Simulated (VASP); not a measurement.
OSZICAR of a VASP run on AgCl (rock salt):

### OSZICAR
```
       N       E                     dE             d eps       ncg     rms          rms(c)
DAV:   1     0.593561474604E+02    0.59356E+02   -0.77764E+03   958   0.103E+03
DAV:   2    -0.301462967510E+02   -0.89502E+02   -0.84829E+02  1125   0.230E+02
DAV:   3    -0.336812796210E+02   -0.35350E+01   -0.35256E+01  1020   0.492E+01
DAV:   4    -0.337086656889E+02   -0.27386E-01   -0.27383E-01  1060   0.489E+00
DAV:   5    -0.337090661178E+02   -0.40043E-03   -0.40043E-03  1060   0.589E-01    0.682E+00
DAV:   6    -0.285855445056E+02    0.51235E+01   -0.45627E+00   910   0.253E+01    0.679E+00
DAV:   7    -0.286519763673E+02   -0.66432E-01   -0.23237E-01   925   0.636E+00    0.407E+00
DAV:   8    -0.285869848110E+02    0.64992E-01   -0.22865E-01   910   0.515E+00    0.119E+00
DAV:   9    -0.286341356339E+02   -0.47151E-01   -0.49264E-02   925   0.241E+00    0.450E-01
DAV:  10    -0.286396774745E+02   -0.55418E-02   -0.60557E-03   950   0.105E+00    0.222E-01
DAV:  11    -0.286401291929E+02   -0.45172E-03   -0.51349E-03   995   0.643E-01    0.120E-01
DAV:  12    -0.286405329595E+02   -0.40377E-03   -0.10729E-03   935   0.316E-01    0.665E-02
DAV:  13    -0.286406045401E+02   -0.71581E-04   -0.51518E-04   920   0.324E-01    0.505E-02
DAV:  14    -0.286407401917E+02   -0.13565E-03   -0.42858E-05   925   0.696E-02    0.358E-02
DAV:  15    -0.286407403368E+02   -0.14510E-06   -0.46117E-05   940   0.854E-02    0.518E-03
DAV:  16    -0.286407416185E+02   -0.12817E-05   -0.26366E-06   940   0.179E-02    0.177E-03
DAV:  17    -0.286407417871E+02   -0.16862E-06   -0.12959E-07   705   0.405E-03    0.164E-03
DAV:  18    -0.286407417563E+02    0.30833E-07   -0.32125E-08   575   0.276E-03
   1 F= -.28640742E+02 E0= -.28640742E+02  d E =0.000000E+00
       N       E                     dE             ncg
       N       E                     dE             ncg
```

Task: Which electronic solver shows in the log?

Result: It is blocked Davidson (ALGO = Normal, or the opening steps of other solvers). The INCAR had ALGO = Normal.

Task: Can the final energy be trusted as converged?

Result: The calculation finished and met its thresholds. It stopped with EDIFF = 1E-7, NELM = 100 (r2SCAN meta-GGA, plane waves, VASP's PBE PAW potentials (set 64)).

The compound is AgCl in the rock salt structure. It was relaxed first.
